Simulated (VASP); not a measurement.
Set up this calculation in VASP 6.6.1, as the native input.

```
Task                   : single point
Functional             : PBE
Potentials or basis    : VASP PAW PBE potentials, release 64 (K_sv, Ta_pv, H)
Cutoff                 : 520 eV
k mesh                 : 4 × 4 × 4
Occupations            : gaussian, width 0.1 eV
Spin                   : no spin polarisation
Dipole correction      : no
Further INCAR settings : ALGO = Normal; EDIFF = 1e-06; NBANDS = 33
```

The structure of K3TaH6 lies in POSCAR:

```
K3TaH6
1.0
    0.0000000000      4.4165864900      4.4165864900
    4.4165864900      0.0000000000      4.4165864900
    4.4165864900      4.4165864900      0.0000000000
K Ta H
3 1 6
Direct
    0.7500000000      0.7500000000      0.7500000000
    0.2500000000      0.2500000000      0.2500000000
    0.5000000000      0.5000000000      0.5000000000
    0.0000000000      0.0000000000      0.0000000000
    0.7689228400      0.2310771600      0.2310771600
    0.2310771600      0.2310771600      0.7689228400
    0.2310771600      0.7689228400      0.7689228400
    0.2310771600      0.7689228400      0.2310771600
    0.7689228400      0.2310771600      0.7689228400
    0.7689228400      0.7689228400      0.2310771600
```

The cell was built by a generator and needn't be a form met in nature.

The cell isn't the ideal one: species swapped into the Rb3BiF6 type (Fm-3m, No. 225).

One way to write it, as run:

INCAR

```
SYSTEM = K3TaH6
PREC = Accurate
ENCUT = 520
EDIFF = 1E-6
ISMEAR = 0
SIGMA = 0.1
LREAL = .False.
LASPH = .True.
NELM = 60
ALGO = Normal
ISIF = 2
LWAVE = .False.
LCHARG = .False.
GGA = PE
NBANDS = 33
```

KPOINTS

```
regular mesh
0
Gamma
  4 4 4
  0 0 0
```

Potentials or basis: VASP PAW PBE potentials, release 64 (K_sv, Ta_pv, H).

Launch:

```console
$ cat potpaw_PBE.64/K_sv/POTCAR potpaw_PBE.64/Ta_pv/POTCAR potpaw_PBE.64/H/POTCAR > POTCAR
$ mpirun -np 1 vasp_std > vasp.out
```

Results of the run:

```yaml
Pressure: -2.5 GPa
Largest_force: 1.274 eV/Å
Band_gap_on_the_k_mesh: none (metal or under the smearing width)
```

Caveat: forces of over 1 eV/Å show positions far from the minimum, so gaps and moduli don't describe the material at rest.

Wall time 75 s on 1 thread of Intel(R) Xeon(R) Platinum 8559C (Emerald Rapids) (shared host), peak memory 0.33 GiB.
